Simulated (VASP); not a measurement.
Consider the following.

```
CELL_PARAMETERS angstrom
      4.28419     0.00000     0.00000
     -2.14210     3.71022     0.00000
      0.00000     0.00000     6.99296
ATOMIC_POSITIONS crystal
  Cd 0.00000 0.00000 0.48945
  Cd 0.33333 0.66667 0.01030
  Se 0.33333 0.66667 0.62629
  S  0.00000 0.00000 0.12195
```

The numbers are results of HSE06 screened hybrid, VASP's PBE PAW potentials (set 64) (plane waves; VASP 6.6.1), not measurements. Settings: 400 eV cut-off, 4×4×4 Γ-centred mesh, Gaussian smearing of 0.050 eV, potentials Cd Se S.

Q: Give the stress tensor in GPa (positive for a compressed cell).

A: 
```
-1.17   0.00   0.00
 0.00  -1.17   0.00
 0.00   0.00  -1.44
```
The pressure is its mean diagonal, -1.26 GPa.

The structure comes from a computed database's Cd2SeS entry (P3m1); how it stands against other phases isn't given here. It was relaxed first. The k-mesh is coarse (spacing up to 0.42 per Å, 2π included), so the numbers may not be converged in it. The cell's shape comes from a PBE relaxation.
